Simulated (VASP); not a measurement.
## ScAl3 (space group Pm-3m): computed properties

All values below come from LDA (Ceperley-Alder, Perdew-Zunger), VASP's LDA PAW potentials (set 64) (plane waves; VASP).

```
Quantity                                                              Result
----------------------------------  ----------------------------------------
space group                                                      Pm-3m (221)
cell                                a = b = c = 4.0335 Å, α = β = γ = 90.00°
volume per atom                                               16.41 Å^3/atom
band gap (over mesh and band path)  none (metal, semimetal or under 0.01 eV)
band gap with spin-orbit coupling                            none (metallic)
density                                                           3.19 g/cm³
```

```xyz
4
Lattice="4.0335 0.0000 0.0000 0.0000 4.0335 0.0000 0.0000 0.0000 4.0335" Properties=species:S:1:pos:R:3 pbc="T T T"
Sc     0.0000     0.0000     0.0000
Al     2.0167     0.0000     2.0167
Al     0.0000     2.0167     2.0167
Al     2.0167     2.0167     0.0000
```

The structure comes from a computed database's ScAl3 entry (Pm-3m); how it stands against other phases isn't given here. It was relaxed first. Symmetry was kept, so distortions that lower it aren't found.
